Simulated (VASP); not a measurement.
Input:

```
Y
1.0
    1.82500    -3.16099     0.00000
    1.82500     3.16099     0.00000
    0.00000     0.00000     5.73000
Y
2
Direct
  0.33333   0.66667   0.25000
  0.66667   0.33333   0.75000
```

Calculation: PBE GGA, VASP's PBE PAW potentials (set 64) (plane waves; VASP). Numerical set-up: 400 eV cut-off, 10×10×6 Γ-centred mesh, first-order Methfessel-Paxton smearing of 0.10 eV, potentials Y_sv.

Q: Give the stress tensor in GPa (positive for a compressed cell).

A: 
```
-0.08   0.00   0.00
 0.00  -0.08   0.00
 0.00   0.00  -1.16
```
The pressure is its mean diagonal, -0.44 GPa.

The compound is Y in the hcp structure. The cell was not relaxed at this level.
